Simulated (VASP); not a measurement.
Here is the system:

```
CELL_PARAMETERS angstrom
      3.60400     0.00000     0.00000
      0.00000     3.60400     0.00000
      0.00000     0.00000     3.60400
ATOMIC_POSITIONS crystal
  Al 0.00000 0.00000 0.00000
  Ni 0.00000 0.50000 0.50000
  Ni 0.50000 0.00000 0.50000
  Ni 0.50000 0.50000 0.00000
```
Starting moments (μB, in the order of the record's atoms Al Ni Ni Ni): 0.0 -0.3 -0.3 -0.3.

Level of theory: vdW-DF2, VASP's PBE PAW potentials (set 64) (plane waves; VASP 6.6.1). Run with 520 eV cut-off, 8×8×8 Γ-centred mesh, first-order Methfessel-Paxton smearing of 0.10 eV, potentials Al Ni.

Task: Give the stress tensor in GPa (positive for a compressed cell).

Result: 
```
4.73  0.00  0.00
0.00  4.73  0.00
0.00  0.00  4.73
```
The pressure is its mean diagonal, 4.73 GPa.

The compound is Ni3Al in the L1_2 structure. This cell is one point of a volume scan, at 0.97 of the reference volume.
